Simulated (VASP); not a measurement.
VASP ran on this input.

### POSCAR
```
HfGe
1
    3.3415400000     0.0000000000     0.0000000000
    0.0000000000     3.3415400000     0.0000000000
    0.0000000000     0.0000000000     3.3415400000
Hf Ge
1 1
Cartesian
  0.0000000000   0.0000000000   0.0000000000
  0.5000000000   0.5000000000   0.5000000000
```

INCAR:
```
SYSTEM = HfGe
PREC = Accurate
ENCUT = 400
EDIFF = 1E-6
NELM = 100
ALGO = Normal
LREAL = .FALSE.
LASPH = .TRUE.
ISMEAR = 1
SIGMA = 0.1
GGA = PE
LMAXMIX = 6
LWAVE = .FALSE.
LCHARG = .FALSE.
ISIF = 2
```

KPOINTS:
```
Automatic mesh
0
Gamma
8 8 8
0 0 0
```

POTCAR, in this order: Hf_pv Ge_d (PBE.64 set). Program: vasp_std.

The resulting files:

### standard output
```
 POSCAR found type information on POSCAR HfGe
 POSCAR found :  2 types and       2 ions
 Reading from existing POTCAR
 Reading from existing POTCAR
 LDA part: xc-table for (Slater+PW92), standard interpolation

 -----------------------------------------------------------------------------
|                                                                             |
|           W    W    AA    RRRRR   N    N  II  N    N   GGGG   !!!           |
|           W    W   A  A   R    R  NN   N  II  NN   N  G    G  !!!           |
|           W    W  A    A  R    R  N N  N  II  N N  N  G       !!!           |
|           W WW W  AAAAAA  RRRRR   N  N N  II  N  N N  G  GGG   !            |
|           WW  WW  A    A  R   R   N   NN  II  N   NN  G    G                |
|           W    W  A    A  R    R  N    N  II  N    N   GGGG   !!!           |
|                                                                             |
|     The distance between some ions is very small. Please check the          |
|     nearest-neighbor list in the OUTCAR file.                               |
|     I HOPE YOU KNOW WHAT YOU ARE DOING!                                     |
|                                                                             |
 -----------------------------------------------------------------------------

 POSCAR, INCAR and KPOINTS ok, starting setup
 WAVECAR not read
 entering main loop
       N       E                     dE             d eps       ncg     rms          rms(c)
DAV:   1     0.485070053983E+03    0.48507E+03   -0.13425E+04  2208   0.353E+03
DAV:   2     0.312096072365E+03   -0.17297E+03   -0.17065E+03  2552   0.647E+02
DAV:   3     0.297268467171E+03   -0.14828E+02   -0.14625E+02  2360   0.126E+02
DAV:   4     0.296772188798E+03   -0.49628E+00   -0.49591E+00  2648   0.256E+01
DAV:   5     0.296758380594E+03   -0.13808E-01   -0.13808E-01  2816   0.392E+00    0.325E+02
DAV:   6     0.301120112684E+03    0.43617E+01   -0.13877E+01  2736   0.978E+01    0.162E+02
DAV:   7     0.301117811899E+03   -0.23008E-02   -0.40459E+00  3344   0.478E+01    0.290E+01
DAV:   8     0.301140651755E+03    0.22840E-01   -0.40641E-01  2720   0.152E+01    0.822E+00
DAV:   9     0.301145624781E+03    0.49730E-02   -0.60904E-02  2832   0.476E+00    0.168E+00
DAV:  10     0.301144753634E+03   -0.87115E-03   -0.75499E-03  2176   0.116E+00    0.610E-01
DAV:  11     0.301144689921E+03   -0.63713E-04   -0.37891E-04  2928   0.192E-01    0.203E-01
DAV:  12     0.301144685438E+03   -0.44830E-05   -0.58283E-05  3000   0.925E-02    0.592E-02
DAV:  13     0.301144687581E+03    0.21436E-05   -0.13311E-05  2760   0.104E-01    0.132E-02
DAV:  14     0.301144687658E+03    0.76630E-07   -0.62979E-07  1696   0.214E-02
   1 F= 0.30114469E+03 E0= 0.30114516E+03  d E =-.142192E-02
```

### OUTCAR
```
------------------------ aborting loop because EDIFF is reached ----------------------------------------
  FORCE on cell =-STRESS in cart. coord.  units (eV):
  Direction    XX          YY          ZZ          XY          YZ          ZX
  --------------------------------------------------------------------------------------
  Total      391.0951335    391.0951335    391.0951335    393.9860639    393.9860639    393.9860639
  in kB    16793.9556409  16793.9556409  16793.9556409  16918.0946345  16918.0946345  16918.0946345
  external PRESSURE =   16793.9556409 kB  Pullay stress =       0.0000000 kB
  volume of cell :       37.31
      direct lattice vectors                 reciprocal lattice vectors
     3.341540000  0.000000000  0.000000000     0.299263214  0.000000000  0.000000000
     0.000000000  3.341540000  0.000000000     0.000000000  0.299263214  0.000000000
     0.000000000  0.000000000  3.341540000     0.000000000  0.000000000  0.299263214
 POSITION                                       TOTAL-FORCE (eV/Angst)
 -----------------------------------------------------------------------------------
      0.00000      0.00000      0.00000      -787.737961   -787.737961   -787.737961
      0.50000      0.50000      0.50000       787.737961    787.737961    787.737961
 -----------------------------------------------------------------------------------
    total drift:                               -0.001966     -0.001966     -0.001927
  FREE ENERGIE OF THE ION-ELECTRON SYSTEM (eV)
  ---------------------------------------------------
  free  energy   TOTEN  =       301.1446876581 eV

  energy  without entropy=      301.1461095830  energy(sigma->0) =      301.14516163
```
(Selected blocks of OUTCAR.)

Question: Read the log: what went wrong, and how is it fixed?

Answer: The cause: fractional coordinates stand under the word Cartesian. The run ends without an error. Against the sound run, the energy per atom (σ→0) rises by 158.060 eV/atom; the pressure increases by 1678.97 GPa; the largest force rises by 1364.402 eV/Å. To mend it, correct POSCAR.
POSCAR:
```
HfGe
1
    3.3415400000     0.0000000000     0.0000000000
    0.0000000000     3.3415400000     0.0000000000
    0.0000000000     0.0000000000     3.3415400000
Hf Ge
1 1
Direct
  0.0000000000   0.0000000000   0.0000000000
  0.5000000000   0.5000000000   0.5000000000
```
The mended run (PBE GGA, plane waves, VASP's PBE PAW potentials (set 64)) converges, and its OSZICAR ends with
```
   1 F= -.14975195E+02 E0= -.14974553E+02  d E =-.192739E-02
```

The structure was generated: HfGe was put into the CsCl type (Pm-3m), which need not be its known phase. The cell was not relaxed at this level.
